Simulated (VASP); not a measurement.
The system is TiC.

```
Ti C
1.0
     0.00000    2.15930    2.15930
     2.15930    0.00000    2.15930
     2.15930    2.15930    0.00000
Ti C
1 1
Direct
  0.00000 0.00000 0.00000
  0.50000 0.50000 0.50000
```

Program: VASP 6.6.1. Alike in all runs: task single point; no spin polarisation; cell as given; cutoff (eV) 520; smearing fermi-dirac 0.05 eV.

Q: Order these runs on this cell by their pressure, lowest first.
A. level HSE06; potentials or basis VASP PAW PBE potentials, release 64 (Ti_sv, C); k mesh 7 × 7 × 7; grid for exact exchange (PRECFOCK) Fast; screening parameter 0.2 1/A
B. level r2SCAN; potentials or basis VASP PAW PBE potentials, release 64 (Ti_sv, C); k mesh 12 × 12 × 12
C. level LDA; potentials or basis VASP PAW LDA potentials, release 64 (Ti_sv, C); k mesh 12 × 12 × 12
D. level PBEsol; potentials or basis VASP PAW PBE potentials, release 64 (Ti_sv, C); k mesh 12 × 12 × 12

A: C (-9.9 GPa), D (-4.3 GPa), A (-2.5 GPa), B (2.7 GPa).

Caveats: the PAW data sets were made with another functional, which shifts forces and pressure a little (some runs).

Runs at the PBE level aren't shown here.
